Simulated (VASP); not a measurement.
Calculation: PBEsol GGA, VASP's PBE PAW potentials (set 64) (plane waves; VASP 6.6.1).

VASP ran on this input.

### INCAR
```
! general
SYSTEM =SnSe
PREC   =Accurate
ENCUT  =500
LREAL  =.FALSE.
LASPH  =.TRUE.

! electronic loop
EDIFF  =1E-6
NELM   =100
ALGO   =Normal
LMAXMIX=4

! smearing
ISMEAR =1
SIGMA  =0.1

! functional
GGA    =PS

! ions
IBRION =2
NSW    =40
ISIF   =3
EDIFFG =-0.02
PSTRESS=300

! output
LWAVE  =.FALSE.
LCHARG =.FALSE.
```

KPOINTS:
```
Regular mesh
0
Gamma
11 11 11
0 0 0
```

File POSCAR:
```
SnSe
1
    0.0000000000     2.8916366069     2.8916366069
    2.8916366069    -0.0000000000     2.8916366069
    2.8916366069     2.8916366069    -0.0000000000
Sn Se
1 1
Direct
  1.0000000000   1.0000000000   1.0000000000
  0.2500000000   0.2500000000   0.2500000000
```

POTCAR, in this order: Sn_d Se (PBE.64 set). Program: vasp_std.

The resulting files:

### OSZICAR
```
       N       E                     dE             d eps       ncg     rms          rms(c)
DAV:   1     0.136965359306E+03    0.13697E+03   -0.10066E+04  1586   0.178E+03
DAV:   2     0.536155911705E+01   -0.13160E+03   -0.12901E+03  1646   0.396E+02
DAV:   3    -0.653111924131E+01   -0.11893E+02   -0.11793E+02  2096   0.107E+02
DAV:   4    -0.679542131416E+01   -0.26430E+00   -0.26423E+00  1732   0.181E+01
DAV:   5    -0.680347643451E+01   -0.80551E-02   -0.80551E-02  2270   0.303E+00    0.847E+00
DAV:   6    -0.668671688968E+01    0.11676E+00   -0.19194E-01  2370   0.407E+00    0.518E+00
DAV:   7    -0.666637036080E+01    0.20347E-01   -0.93147E-02  1942   0.215E+00    0.751E-01
DAV:   8    -0.666436058283E+01    0.20098E-02   -0.12872E-02  2078   0.112E+00    0.204E-01
DAV:   9    -0.666437580567E+01   -0.15223E-04   -0.70335E-04  1744   0.239E-01    0.502E-02
DAV:  10    -0.666437157698E+01    0.42287E-05   -0.47389E-05  2250   0.715E-02    0.181E-02
DAV:  11    -0.666437012340E+01    0.14536E-05   -0.49080E-06  1738   0.218E-02    0.607E-03
DAV:  12    -0.666437025636E+01   -0.13296E-06   -0.30213E-07   874   0.521E-03
   1 F= 0.23902827E+01 E0= 0.23899525E+01  d E =0.239028E+01
```

File OUTCAR:
```
------------------------ aborting loop because EDIFF is reached ----------------------------------------
  FORCE on cell =-STRESS in cart. coord.  units (eV):
  Direction    XX          YY          ZZ          XY          YZ          ZX
  --------------------------------------------------------------------------------------
  Total        9.0587509      9.0587509      9.0587509     -0.0000000      0.0000000     -0.0000000
  in kB      300.1357737    300.1357737    300.1357737     -0.0000000      0.0000000     -0.0000000
  external PRESSURE =       0.1357737 kB  Pullay stress =     300.0000000 kB
  volume of cell :       48.36
      direct lattice vectors                 reciprocal lattice vectors
     0.000000000  2.891636607  2.891636607    -0.172912460  0.172912460  0.172912460
     2.891636607  0.000000000  2.891636607     0.172912460 -0.172912460  0.172912460
     2.891636607  2.891636607  0.000000000     0.172912460  0.172912460 -0.172912460
 POSITION                                       TOTAL-FORCE (eV/Angst)
 -----------------------------------------------------------------------------------
      0.00000      0.00000      0.00000        -0.000000     -0.000000     -0.000000
      1.44582      1.44582      1.44582         0.000000      0.000000      0.000000
 -----------------------------------------------------------------------------------
    total drift:                                0.000000      0.000000      0.000000
  FREE ENERGIE OF THE ION-ELECTRON SYSTEM (eV)
  ---------------------------------------------------
  free  energy   TOTEN  =        -6.6643702564 eV

  energy  without entropy=       -6.6653608781  energy(sigma->0) =       -6.66470046
  enthalpy is  TOTEN    =         2.3902827165 eV   P V=        9.0546529729

 reached required accuracy - stopping structural energy minimisation
```
(Selected blocks of OUTCAR.)

### OUTCAR
```
 val. band max:        7.3745751475   @ k =  -0.2727   0.3636   0.0909

 cond. band min:       7.4509029356   @ k =   0.3636   0.2727   0.0909


 Fermi energy:         7.3896322513

 k-point     1 :       0.0000    0.0000    0.0000
  band No.  band energies     occupation
      1     -14.7169      2.00000
      2     -14.7169      2.00000
      3     -14.7169      2.00000
      4     -14.6133      2.00000
      5     -14.6133      2.00000
      6      -9.0623      2.00000
      7       3.5638      2.00000
      8       3.8596      2.00000
      9       3.8596      2.00000
     10       3.8596      2.00000
     11       8.6684     -0.00000
     12       8.6684     -0.00000
     13       8.6684     -0.00000
     14      12.8787      0.00000

 k-point     2 :       0.0909    0.0000    0.0000
  band No.  band energies     occupation
      1     -14.7209      2.00000
      2     -14.7149      2.00000
      3     -14.7149      2.00000
      4     -14.6133      2.00000
      5     -14.6133      2.00000
      6      -8.9834      2.00000
      7       2.3552      2.00000
      8       3.7632      2.00000
      9       3.7632      2.00000
     10       4.8204      2.00000
     11       8.6785     -0.00000
     12       8.8233     -0.00000
     13       8.8233     -0.00000
     14      13.3923      0.00000

 k-point     3 :       0.1818    0.0000    0.0000
  band No.  band energies     occupation
      1     -14.7314      2.00000
      2     -14.7095      2.00000
      3     -14.7095      2.00000
      4     -14.6130      2.00000
      5     -14.6130      2.00000
      6      -8.7569      2.00000
      7       0.9672      2.00000
      8       3.5308      2.00000
      9       3.5308      2.00000
     10       5.3837      2.00000
     11       9.0717     -0.00000
     12       9.1730     -0.00000
     13       9.1730     -0.00000
     14      14.0401      0.00000

 k-point     4 :       0.2727    0.0000    0.0000
  band No.  band energies     occupation
...
```

Unless said otherwise, spin-orbit coupling is left out, though it shifts the bands of the heavy elements here.

The structure was generated: SnSe was put into the zinc blende type (F-43m), which need not be its known phase. It was relaxed first under an external pressure of 30 GPa.
